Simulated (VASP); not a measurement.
A run of VASP 6.6.1:

INCAR

```
SYSTEM = W
PREC = Accurate
ENCUT = 520
EDIFF = 1E-7
ISMEAR = 0
SIGMA = 0.1
LREAL = .FALSE.
LASPH = .TRUE.
NELM = 80
ALGO = Normal
ISIF = 3
LWAVE = .FALSE.
LCHARG = .FALSE.
GGA = PE
IBRION = 2
NSW = 80
EDIFFG = -0.15
```

KPOINTS

```
Automatic mesh
0
G
  18 18 18
  0 0 0
```

File POSCAR:

```
W                                       
1.0
   -1.5929359974      1.5929359974      1.5929359974
    1.5929359974     -1.5929359974      1.5929359974
    1.5929359974      1.5929359974     -1.5929359974
  W             
     1
Direct
     0.0000000000000000    0.0000000000000000    0.0000000000000000
```

Potentials or basis: VASP PAW PBE potentials, release 64 (W_sv).

The run is started by

```console
$ cat potpaw_PBE.64/W_sv/POTCAR > POTCAR
$ mpirun -np 1 vasp_std > vasp.out
```

Hardware: 1 thread of Intel(R) Xeon(R) 6975P-C (Granite Rapids), with other jobs on the host.

Estimate the wall time of this run.

It took 10 s on 1 thread of Intel(R) Xeon(R) 6975P-C (Granite Rapids) (shared host), peak memory 0.17 GiB. Counts: scf iterations 13, k points 195, ion steps 1.
